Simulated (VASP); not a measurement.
In InP (zinc blende type) the In atom of the primitive cell, with all its periodic images, is moved by 0.06 Å along [111].

```
CELL_PARAMETERS angstrom
0.00000 2.98000 2.98000
2.98000 0.00000 2.98000
2.98000 2.98000 0.00000
ATOMIC_POSITIONS crystal
In 0.00581 0.00581 0.00581
P 0.25000 0.25000 0.25000
```

These are results of HSE06, plane waves, standard recommended PAW potentials in VASP 6.6.1, not measurements.

Cutoff 332 eV; orbitals from an earlier step on the same cell; potentials In_d P; PREC = Accurate; HFSCREEN = 0.208; HFRCUT = 0; PRECFOCK = Normal; k-mesh 4×4×4 Γ-centred; Fermi–Dirac smearing of 0.05 eV; no spin polarisation; no spin–orbit coupling.

Task: What force results?

Result: The force on it along the displacement is -0.4981 eV/Å, a force constant of 8.30 eV/Å². The cell stands under a pressure of -2.1 GPa, which shifts the constant from its value at the relaxed volume. A one-sided step along [111] also holds the cubic anharmonicity.

| atom | Fx (eV/Å) | Fy (eV/Å) | Fz (eV/Å) |
| --- | --- | --- | --- |
| In1 | -0.2876 | -0.2876 | -0.2876 |
| P2 | 0.2876 | 0.2876 | 0.2876 |

The k-mesh is modest, so these values aren't fully converged in k. Potentials made with PBE were used with another functional.
